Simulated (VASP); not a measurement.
A VASP calculation is set up with these files.

**POSCAR**
```
Pd
1.0
  2.5868935903   0.0000000000   0.0000000000
  0.0000000000   2.5868935903   0.0000000000
  0.0000000000   0.0000000000   2.5868935903
Pd
1
direct
  0.0000000000   0.0000000000   0.0000000000
```

### KPOINTS
```
Automatic
0
gamma
  13 13 13
```

### INCAR
```
ALGO = Normal
EDIFF = 1E-6
EDIFFG = -0.01
ENCUT = 400
IBRION = 2
ISIF = 3
ISMEAR = 1
LASPH = .True.
LCHARG = .False.
LMAXMIX = 4
LMIXTAU = .True.
LREAL = .False.
LWAVE = .False.
METAGGA = R2SCAN
NELM = 100
NSW = 60
PREC = Accurate
SIGMA = 0.1
SYSTEM = Pd
```

POTCAR, in this order: Pd (PBE.64 set). Program: vasp_std.

Q: Translate this r2SCAN calculation to Ansatz.

A: One equivalent input (not run):
Ansatz 0.2 input:
```yaml
crystal:
  lattice:
    - [2.5868936, 0.0000000, 0.0000000]
    - [0.0000000, 2.5868936, 0.0000000]
    - [0.0000000, 0.0000000, 2.5868936]
  atoms:
    - { symbol: Pd, position: [0.0000000, 0.0000000, 0.0000000] }
kpoints:
  mp_grid: { grid: [13, 13, 13] }
hamiltonian:
  xc: r2scan
  pseudopotentials: { kind: paw }
scf:
  occupations: { method: methfessel_paxton, width: 0.1 }
  max_iter: 100
relax:
  max_steps: 60
  f_tol: 0.01
  cell: {}
output: { forces: true, stress: true, eigenvalues: true }
```
Limits of the translation: each code has its own PAW files, so the cut-off isn't converted (ENCUT is set for VASP's; basis.ecutwfc is left out, and Ansatz then takes the one that its files recommend); Ansatz stops its SCF on the density residual and VASP on the energy change (EDIFF).

The structure was generated: Pd was put into the simple-cubic type (Pm-3m), which need not be its known phase. It was relaxed first, which changed the volume by +5 %. The start is the result of an earlier pass.
